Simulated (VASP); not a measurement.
An input for Ansatz (written as the equivalent of a VASP run, and not itself run):

Ansatz 0.2 input:
```yaml
crystal:
  lattice:
    - [0.0000000, 3.0905311, 3.0905311]
    - [3.0905311, 0.0000000, 3.0905311]
    - [3.0905311, 3.0905311, 0.0000000]
  atoms:
    - { symbol: K, position: [0.0000000, 0.0000000, 0.0000000] }
    - { symbol: Cl, position: [0.5000000, 0.5000000, 0.5000000] }
kpoints:
  mp_grid: { grid: [7, 7, 7] }
hamiltonian:
  xc: pbe
  dispersion: d4
  pseudopotentials: { kind: paw }
scf:
  occupations: { method: gaussian, width: 0.05 }
  max_iter: 100
output: { forces: true, stress: true, eigenvalues: true }
```

Task: Translate this input to VASP (INCAR, KPOINTS, POSCAR, choice of POTCAR).

Result: This is not unique; one that fits is 
KPOINTS:
```
Automatic
0
gamma
 7 7 7
```

### INCAR
```
IVDW=13
ALGO=Normal   # blocked Davidson
PREC=Accurate
SYSTEM=KCl
ISIF=2
GGA=PE   # PBE
LREAL=F
LCHARG=F
SIGMA=0.05   # width (eV)
NELM=100   # most electronic steps
EDIFF=1E-7   # SCF stop (eV)
LWAVE=F
LASPH=T
ISMEAR=0
ENCUT=520
```

### POSCAR
```
KCl
1
    0.0000000000     3.0905310729     3.0905310729
    3.0905310729     0.0000000000     3.0905310729
    3.0905310729     3.0905310729     0.0000000000
K Cl
1 1
Direct
  0.0000000000   0.0000000000   0.0000000000
  0.5000000000   0.5000000000   0.5000000000
```

POTCAR, in this order: K_sv Cl (PBE.64 set). Program: vasp_std.

Limits of the translation: each code has its own PAW files, so the cut-off isn't converted (ENCUT is set for VASP's; basis.ecutwfc is left out, and Ansatz then takes the one that its files recommend); Ansatz stops its SCF on the density residual and VASP on the energy change (EDIFF).

The compound is KCl in the rock salt structure. This cell is one point of a volume scan, at 0.94 of the reference volume.
